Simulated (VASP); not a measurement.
**RbGeN: changing the pressure**

The cell as given:

```cif
data_structure
_symmetry_space_group_name_H-M 'I4_1md'
_symmetry_Int_Tables_number 109
_cell_length_a 5.0697
_cell_length_b 5.0697
_cell_length_c 12.7634
_cell_angle_alpha 90.000
_cell_angle_beta 90.000
_cell_angle_gamma 90.000
_cell_volume 328.04
loop_
_atom_site_label
_atom_site_type_symbol
_atom_site_symmetry_multiplicity
_atom_site_Wyckoff_symbol
_atom_site_fract_x
_atom_site_fract_y
_atom_site_fract_z
_atom_site_occupancy
Rb1 Rb 4 a 0.50000 0.50000 0.80039 1
Ge1 Ge 4 a 0.00000 0.00000 0.77994 1
N1 N 4 a 0.00000 0.00000 0.91558 1
```

The cell comes from a database or a generator and needn't be the stable form of this composition.

Kept alike: task relaxation of cell and atoms; functional PBE; k mesh 6 × 6 × 6; occupations fermi-dirac, width 0.05 eV; no spin polarisation. Program: VASP, PBE PAW files Ge_d, N, Rb_sv, 600 eV. The mesh is that of the run's cell of 6 atoms. No spin-orbit coupling.

| pressure, P (GPa) | band gap (eV) |
| --- | --- |
| 0 | 1.470 |
| 2 | 1.253 |

Gaps hold for each row's own relaxed cell. The relaxations keep at least the cell's symmetry (I4_1md). Runs of this series that gave no sound value for these columns are left out. The runs follow the start's structure, whether or not it is the stable one at these pressures. P is the pressure aimed at, which the runs meet within some hundredths to tenths of a GPa. A gap read on the mesh alone can miss an edge between its points.

Problem. What does the pressure change here?

Solution. The band gap falls from 1.470 to 1.253 eV between 0 and 2 GPa.
